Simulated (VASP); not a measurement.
# Ti6O: vacancies and antisites compared

Which native defect is cheapest in Ti6O, and how does that change with the growth condition? The start is a cell from a database of measured crystal structures.

Program: VASP 6.6.1. Level of theory: PBEsol, no spin polarisation; plane waves and PAW (Ti, O), in the first sound run; inputs show where later runs differ. Results are calculated unless marked as measured.

### Step 1. The host crystal

Symmetry: P-31m, No. 162, trigonal system. Conventional cell: a = 5.130 Å, b = 5.130 Å, c = 4.740 Å, α = 90.00°, β = 90.00°, γ = 120.00°. Nearest to Ti lie 1 O at 2.08 Å. O has 6 Ti at 2.08 Å nearest. Farther neighbours and most contacts between anions are not listed.

Coordinates:

```cif
data_structure
_symmetry_space_group_name_H-M 'P-31m'
_symmetry_Int_Tables_number 162
_cell_length_a 5.1300
_cell_length_b 5.1300
_cell_length_c 4.7400
_cell_angle_alpha 90.000
_cell_angle_beta 90.000
_cell_angle_gamma 120.000
_cell_volume 108.03
loop_
_atom_site_label
_atom_site_type_symbol
_atom_site_symmetry_multiplicity
_atom_site_Wyckoff_symbol
_atom_site_fract_x
_atom_site_fract_y
_atom_site_fract_z
_atom_site_occupancy
Ti1 Ti 6 k 0.33300 0.33300 0.75000 1
O1 O 1 a 0.00000 0.00000 0.00000 1
```

### Step 2. Relaxing the host crystal

First cell and atoms are relaxed at a raised cutoff, so that later runs start from this functional's own cell.

File INCAR:

```
SYSTEM = Ti6O
PREC = Accurate
ENCUT = 520
EDIFF = 1E-06
NELM = 120
ISMEAR = 0
SIGMA = 0.05
LREAL = .FALSE.
ALGO = Normal
GGA = PS
NBANDS = 22
LASPH = .TRUE.
LORBIT = 11
LWAVE = .FALSE.
LCHARG = .FALSE.
KPAR = 8
IBRION = 2
NSW = 40
ISIF = 3
EDIFFG = -0.02
POTIM = 0.4
```

File POSCAR:

```
Ti6O
1.0
    5.1300000000      0.0000000000      0.0000000000
   -2.5650000000      4.4427103214      0.0000000000
    0.0000000000      0.0000000000      4.7400000000
Ti O
6 1
Direct
    0.3330000000      0.3330000000      0.7500000000
    0.6670000000      0.0000000000      0.7500000000
    0.0000000000      0.6670000000      0.7500000000
    0.6670000000      0.6670000000      0.2500000000
    0.0000000000      0.3330000000      0.2500000000
    0.3330000000      0.0000000000      0.2500000000
    0.0000000000      0.0000000000      0.0000000000
```

File KPOINTS:

```
Automatic mesh
0
Gamma
4 4 4
0 0 0
```

Potentials, in the order of the species: Ti and O (PBE family, release 64).

Command:

```console
$ mpirun -np 8 vasp_std
```

The program printed:

```text
[banner, memory and clock lines left out]
running    8 mpi-ranks, on    1 nodes
 distrk:  each k-point on    1 cores,    8 groups
 distr:  one band on    1 cores,    1 groups

 POSCAR found type information on POSCAR TiO
 POSCAR found :  2 types and       7 ions
|                                                                             |
|           W    W    AA    RRRRR   N    N  II  N    N   GGGG   !!!           |
|           W    W   A  A   R    R  NN   N  II  NN   N  G    G  !!!           |
|           W    W  A    A  R    R  N N  N  II  N N  N  G       !!!           |
|           W WW W  AAAAAA  RRRRR   N  N N  II  N  N N  G  GGG   !            |
|           WW  WW  A    A  R   R   N   NN  II  N   NN  G    G                |
|           W    W  A    A  R    R  N    N  II  N    N   GGGG   !!!           |
|                                                                             |
|     For optimal performance we recommend to set                             |
|       NCORE = 2 up to number-of-cores-per-socket                            |
|     NCORE specifies how many cores store one orbital (NPAR=cpu/NCORE).      |
|     This setting can greatly improve the performance of VASP for DFT.       |
|     The default, NCORE=1 might be grossly inefficient on modern             |
|     multi-core architectures or massively parallel machines. Do your        |
|     Unfortunately you need to use the default for GW and RPA                |
|     calculations (for HF NCORE is supported but not extensively tested      |
|     yet).                                                                   |
|                                                                             |

|                                                                             |
|               ----> ADVICE to this user running VASP <----                  |
|                                                                             |
|     You enforced a specific xc type in the INCAR file but a different       |
|     [... a line on the potential file left out ...]
|     I HOPE YOU KNOW WHAT YOU ARE DOING!                                     |
|                                                                             |

 LDA part: xc-table for (Slater+PW92), standard interpolation
 POSCAR, INCAR and KPOINTS ok, starting setup
 FFT: planning ... GRIDC
 FFT: planning ... GRID_SOFT
 FFT: planning ... GRID
 WAVECAR not read
 entering main loop
       N       E                     dE             d eps       ncg     rms          rms(c)
DAV:   1     0.159079206789E+03    0.15908E+03   -0.10182E+04   572   0.123E+03
DAV:   2    -0.228009560842E+02   -0.18188E+03   -0.17335E+03   572   0.247E+02
DAV:   3    -0.680447589056E+02   -0.45244E+02   -0.43624E+02   960   0.110E+02
DAV:   4    -0.702609658240E+02   -0.22162E+01   -0.22041E+01   788   0.280E+01
DAV:   5    -0.702965981614E+02   -0.35632E-01   -0.35617E-01   768   0.331E+00    0.325E+01
DAV:   6    -0.615851432421E+02    0.87115E+01   -0.36310E+01   732   0.424E+01    0.102E+01
DAV:   7    -0.607896278406E+02    0.79552E+00   -0.38621E+00   782   0.145E+01    0.258E+00
DAV:   8    -0.607053453408E+02    0.84282E-01   -0.33108E-01   786   0.392E+00    0.700E-01
DAV:   9    -0.606869629546E+02    0.18382E-01   -0.51758E-02   784   0.146E+00    0.406E-01
DAV:  10    -0.606851591017E+02    0.18039E-02   -0.12652E-02   864   0.573E-01    0.909E-02
DAV:  11    -0.606851027800E+02    0.56322E-04   -0.13001E-03   832   0.216E-01    0.194E-02
DAV:  12    -0.606850917484E+02    0.11032E-04   -0.60073E-05   864   0.543E-02    0.104E-02
DAV:  13    -0.606850869459E+02    0.48025E-05   -0.42857E-06   680   0.144E-02    0.577E-03
DAV:  14    -0.606850860453E+02    0.90059E-06   -0.79365E-06   708   0.128E-02
   1 F= -.60685086E+02 E0= -.60682164E+02  d E =-.606851E+02
 curvature:   0.00 expect dE= 0.000E+00 dE for cont linesearch  0.000E+00
 trial: gam= 0.00000 g(F)=  0.517E-01 g(S)=  0.285E+00 ort = 0.000E+00 (trialstep = 0.100E+01)
 search vector abs. value=  0.336E+00
 bond charge predicted
       N       E                     dE             d eps       ncg     rms          rms(c)
DAV:   1    -0.611396940980E+02   -0.45461E+00   -0.12810E+01   572   0.288E+01    0.603E+00
DAV:   2    -0.608204374017E+02    0.31926E+00   -0.23619E+00   852   0.884E+00    0.245E+00
DAV:   3    -0.607964455350E+02    0.23992E-01   -0.18822E-01   724   0.288E+00    0.115E+00
DAV:   4    -0.607917066417E+02    0.47389E-02   -0.13206E-02   732   0.695E-01    0.273E-01
DAV:   5    -0.607913266547E+02    0.37999E-03   -0.36062E-03   714   0.388E-01    0.836E-02
DAV:   6    -0.607912763298E+02    0.50325E-04   -0.90174E-04   866   0.159E-01    0.180E-02
DAV:   7    -0.607912608470E+02    0.15483E-04   -0.90739E-05   780   0.594E-02    0.855E-03
DAV:   8    -0.607912597412E+02    0.11058E-05   -0.51464E-06   658   0.143E-02    0.206E-03
DAV:   9    -0.607912596271E+02    0.11411E-06   -0.19855E-06   462   0.831E-03
   2 F= -.60791260E+02 E0= -.60788404E+02  d E =-.106174E+00
[...]
3 F= -.60810452E+02 E0= -.60807629E+02  d E =-.125366E+00
[...]
4 F= -.60851426E+02 E0= -.60848449E+02  d E =-.409734E-01
[...]
5 F= -.60856564E+02 E0= -.60853325E+02  d E =-.461112E-01
[...]
6 F= -.60861826E+02 E0= -.60858915E+02  d E =-.526271E-02
[...]
7 F= -.60862132E+02 E0= -.60859360E+02  d E =-.556836E-02
[...]
8 F= -.60862581E+02 E0= -.60860041E+02  d E =-.449328E-03
 trial-energy change:   -0.000449  1 .order   -0.000428   -0.002280    0.001425
 step:   0.6921(harm=  0.6830)  dis= 0.00202  next Energy=   -60.862848 (dE=-0.716E-03)
 bond charge predicted
       N       E                     dE             d eps       ncg     rms          rms(c)
DAV:   1    -0.608629919357E+02   -0.41043E-03   -0.14016E-02   572   0.792E-01    0.133E-01
DAV:   2    -0.608628731674E+02    0.11877E-03   -0.81468E-04   904   0.171E-01    0.713E-02
DAV:   3    -0.608628550914E+02    0.18076E-04   -0.56399E-05   762   0.543E-02    0.326E-02
DAV:   4    -0.608628486024E+02    0.64890E-05   -0.67700E-06   694   0.149E-02    0.516E-03
DAV:   5    -0.608628481468E+02    0.45555E-06   -0.15026E-06   334   0.103E-02
   9 F= -.60862848E+02 E0= -.60860220E+02  d E =-.716279E-03
 curvature:  -0.45 expect dE=-0.423E-04 dE for cont linesearch -0.137E-06
 trial: gam= 0.03445 g(F)=  0.850E-04 g(S)=  0.924E-05 ort =-0.287E-04 (trialstep = 0.103E+01)
 search vector abs. value=  0.955E-04
 reached required accuracy - stopping structural energy minimisation
```

The job ended after 58 s (8 MPI ranks of AMD EPYC 7R43, shared host; peak memory 1.9 GiB; 7.7 min of CPU time).

The logs omit lines about the potential files and the build; timing stands in the text.

Parts of OUTCAR (step 2):

```text
ion  position               nearest neighbor table
   1  0.333  0.333  0.750-   7 2.08   6 2.92   6 2.92   5 2.92   5 2.92   4 2.92   4 2.92   3 2.96
                             2 2.96   2 2.96   3 2.96   3 2.96   2 2.96
   2  0.667  0.000  0.750-   7 2.08   5 2.92   4 2.92   4 2.92   5 2.92   6 2.92   6 2.92   3 2.96
                             1 2.96   3 2.96   1 2.96   1 2.96   3 2.96
   3  0.000  0.667  0.750-   7 2.08   6 2.92   6 2.92   4 2.92   4 2.92   5 2.92   5 2.92   1 2.96
                             2 2.96   2 2.96   1 2.96   1 2.96   2 2.96
   4  0.667  0.667  0.250-   7 2.08   2 2.92   2 2.92   3 2.92   3 2.92   1 2.92   1 2.92   5 2.96
                             6 2.96   6 2.96   5 2.96   5 2.96   6 2.96
   5  0.000  0.333  0.250-   7 2.08   2 2.92   2 2.92   1 2.92   1 2.92   3 2.92   3 2.92   4 2.96
                             6 2.96   6 2.96   4 2.96   4 2.96   6 2.96
   6  0.333  0.000  0.250-   7 2.08   3 2.92   1 2.92   1 2.92   3 2.92   2 2.92   2 2.92   5 2.96
                             4 2.96   5 2.96   4 2.96   4 2.96   5 2.96
   7  0.000  0.000  0.000-   1 2.08   3 2.08   4 2.08   5 2.08   2 2.08   6 2.08

  LATTYP: Found a hexagonal cell.
 ALAT       =     5.1300000000
 C/A-ratio  =     0.9239766082

 Subroutine GETGRP returns: Found 12 space group operations
 (whereof 12 operations were pure point group operations)

The static configuration has the point symmetry D_3d.

 Found     13 irreducible k-points:

   k-points           NKPTS =     13   k-points in BZ     NKDIM =     13   number of bands    NBANDS=     22

   dimension x,y,z NGX =    40 NGY =   40 NGZ =   36
   dimension x,y,z NGXF=    80 NGYF=   80 NGZF=   72

   ENCUT  =  520.0 eV  38.22 Ry    6.18 a.u.   9.54  9.54  8.81*2*pi/ulx,y,z

   NELECT =      30.0000    total number of electrons

 k-points in reciprocal lattice and weights: Automatic mesh
   0.00000000  0.00000000  0.00000000       0.016
   0.25000000  0.00000000  0.00000000       0.094
   0.50000000  0.00000000  0.00000000       0.047
   0.25000000  0.25000000  0.00000000       0.094
   0.00000000  0.00000000  0.25000000       0.031
   0.25000000  0.00000000  0.25000000       0.188
   0.50000000  0.00000000  0.25000000       0.094
   0.25000000  0.25000000  0.25000000       0.094
  -0.25000000  0.50000000  0.25000000       0.094
   0.00000000  0.00000000  0.50000000       0.016
   0.25000000  0.00000000  0.50000000       0.094
   0.50000000  0.00000000  0.50000000       0.047
   0.25000000  0.25000000  0.50000000       0.094

 average (electrostatic) potential at core
       1 -25.8092       2 -25.8092       3 -25.8092       4 -25.8092       5 -25.8092
       6 -25.8092       7 -74.2114

 E-fermi :   3.5442

 k-point     1 :       0.0000    0.0000    0.0000
  band No.  band energies     occupation
    ...
     10       2.1406      2.00000
     11       2.3876      2.00000
     12       2.5571      2.00000
     13       2.5571      2.00000
     14       3.5122      1.63427
     15       3.6971      0.00002
     16       3.6971      0.00002
     17       4.1918      0.00000
     18       4.1918      0.00000
     19       4.3800      0.00000
    ...

 k-point     2 :       0.2500    0.0000    0.0000
  band No.  band energies     occupation
    ...
     10       2.0976      2.00000
     11       2.1692      2.00000
     12       2.4376      2.00000
     13       2.6655      2.00000
     14       3.1147      2.00000
     15       3.6879      0.00005
     16       3.8828      0.00000
     17       4.0124      0.00000
     18       4.4299      0.00000
     19       4.4853      0.00000
    ...

 k-point     3 :       0.5000    0.0000    0.0000
  band No.  band energies     occupation
    ...
     11       2.4256      2.00000
     12       2.4275      2.00000
     13       2.4424      2.00000
     14       2.9625      2.00000
     15       3.2512      2.00000
     16       4.0184      0.00000
     17       4.1956      0.00000
     18       4.2832      0.00000
     19       4.3529      0.00000
     20       4.5875      0.00000
    ...

  Total       -0.0280712     -0.0280712      0.0100291      0.0000000      0.0000000     -0.0000000
  in kB       -0.4362168     -0.4362168      0.1558483      0.0000000      0.0000000     -0.0000000
  external PRESSURE =      -0.2388618 kB  Pullay stress =       0.0000000 kB

  energy-cutoff  :      520.00
  volume of cell :      103.10
      direct lattice vectors                 reciprocal lattice vectors
     5.038214996  0.000000000 -0.000000000     0.198482995  0.114594210  0.000000000
    -2.519107498  4.363222176  0.000000000    -0.000000000  0.229188421  0.000000000
    -0.000000000 -0.000000000  4.690133178     0.000000000  0.000000000  0.213213562

 POSITION                                       TOTAL-FORCE (eV/Angst)
 -----------------------------------------------------------------------------------
      0.83598      1.44795      3.46918         0.006518      0.011289     -0.014043
      3.36626      0.00000      3.46918        -0.013036      0.000000     -0.014043
     -1.68313      2.91527      3.46918         0.006518     -0.011289     -0.014043
      1.68313      2.91527      1.22095        -0.006518     -0.011289      0.014043
      4.20224      1.44795      1.22095        -0.006518      0.011289      0.014043
      1.67195      0.00000      1.22095         0.013036      0.000000      0.014043
     -0.00000      0.00000      0.00000        -0.000000      0.000000     -0.000000
 -----------------------------------------------------------------------------------
    total drift:                                0.000000      0.000000      0.000000

  FREE ENERGIE OF THE ION-ELECTRON SYSTEM (eV)
  ---------------------------------------------------
  free  energy   TOTEN  =       -60.8628481468 eV

  energy  without entropy=      -60.8575922284  energy(sigma->0) =      -60.86022019

 reached required accuracy - stopping structural energy minimisation

 total charge
# of ion       s       p       d       tot
------------------------------------------
    1        0.535   0.669   2.470   3.674
    2        0.535   0.669   2.470   3.674
    3        0.535   0.669   2.470   3.674
    4        0.535   0.669   2.470   3.674
    5        0.535   0.669   2.470   3.674
    6        0.535   0.669   2.470   3.674
    7        1.562   3.498   0.000   5.060
--------------------------------------------------
tot          4.770   7.511  14.823  27.104

[... 3 further parts left out ...]
```

CONTCAR:

```
Ti6O
   1.00000000000000
     5.0382149956232460    0.0000000000000000   -0.0000000000000000
    -2.5191074978116230    4.3632221759240295    0.0000000000000000
    -0.0000000000000000   -0.0000000000000000    4.6901331781654241
  Ti              O
     6     1
Direct
     0.3318537001817176    0.3318537001817176    0.7396758505333263
     0.6681462998182824    0.0000000000000000    0.7396758505333263
     0.0000000000000000    0.6681462998182826    0.7396758505333263
     0.6681462998182826    0.6681462998182826    0.2603241494666736
     1.0000000000000000    0.3318537001817176    0.2603241494666736
     0.3318537001817176    0.0000000000000000    0.2603241494666736
     0.0000000000000000    0.0000000000000000    0.0000000000000000
```

This run has no spin polarisation, so a moment on Ti, if there is one, isn't seen. The k-mesh is coarse for a metal. The PAW data sets were made with PBE, which is usual practice but a small mismatch for other functionals. The data set Ti keeps the semicore shell frozen, which is cheaper and a little less accurate. The run keeps the 12 symmetry operations of its start, so it cannot find a distortion of lower symmetry.

Step by step:

```tsv
step	energy less that of the first step (eV)	largest force (eV/Å)	pressure (GPa)	volume (Å³)
1	0.0000	0.4727	-6.15	108.03
2	-0.1062	0.5255	4.25	100.79
3	-0.1254	0.4950	1.07	102.73
4	-0.1663	0.1865	0.68	102.58
5	-0.1715	0.1414	0.58	102.50
6	-0.1767	0.0654	-0.21	103.14
7	-0.1770	0.0400	-0.48	103.35
8	-0.1775	0.0476	0.25	102.95
9	-0.1778	0.0192	-0.02	103.10
```

```tsv
conventional cell, symmetrised	before	after	change
a (Å)	5.130	5.038	-1.8 %
b (Å)	5.130	5.038	-1.8 %
c (Å)	4.740	4.690	-1.1 %
volume (Å³/atom)	15.43	14.73	-4.6 %
```

The atoms that moved most (Å, as changes of fractional coordinates times the final cell):

```tsv
atom	dx	dy	dz	length
Ti1	-0.003	-0.005	-0.048	0.049
Ti5	0.003	-0.005	0.048	0.049
Ti4	0.003	0.005	0.048	0.049
Ti3	-0.003	0.005	-0.048	0.049
Ti6	-0.006	0.000	0.048	0.049
Ti2	0.006	0.000	-0.048	0.049
```

The relaxed structure:

```cif
data_structure
_symmetry_space_group_name_H-M 'P 1'
_symmetry_Int_Tables_number 1
_cell_length_a 5.0382
_cell_length_b 5.0382
_cell_length_c 4.6901
_cell_angle_alpha 90.000
_cell_angle_beta 90.000
_cell_angle_gamma 120.000
_cell_volume 103.10
loop_
_atom_site_label
_atom_site_type_symbol
_atom_site_fract_x
_atom_site_fract_y
_atom_site_fract_z
_atom_site_occupancy
Ti1 Ti 0.33185 0.33185 0.73968 1
Ti2 Ti 0.66815 0.00000 0.73968 1
Ti3 Ti 0.00000 0.66815 0.73968 1
Ti4 Ti 0.66815 0.66815 0.26032 1
Ti5 Ti 0.00000 0.33185 0.26032 1
Ti6 Ti 0.33185 0.00000 0.26032 1
O7 O 0.00000 0.00000 0.00000 1
```

Numbers from this step:

```
electronic cycles                               : 69
electrons                                       : 30
free energy (TOTEN)                             : -60.8628 eV
energy at zero smearing                         : -60.8602 eV
Fermi energy                                    : 3.544 eV
labelled metallic, from the levels on this mesh : yes
```

The run ended after 9 ionic steps, 0.178 eV below its first step, once forces and stress met EDIFFG = -0.02.

[end of part 1 of 7]

[Lines on the potential files, build, host, timing and source positions are cut from VASP's logs without a mark.]

[Logs are printed without paths, hosts, clocks, repeated set-up lines and the standing remarks that a program may print on its own settings, such as how far it seeks lower states.]

[Hosts, paths, dates, database ids (printed as entryN), source tags and the programs' standing remarks are cut or masked in the printed files.]

[In band tables of VASP the shares of atoms and orbitals are scaled to a sum of 1 inside the atoms' spheres.]

[Runs that stopped without an error message from VASP are left out.]
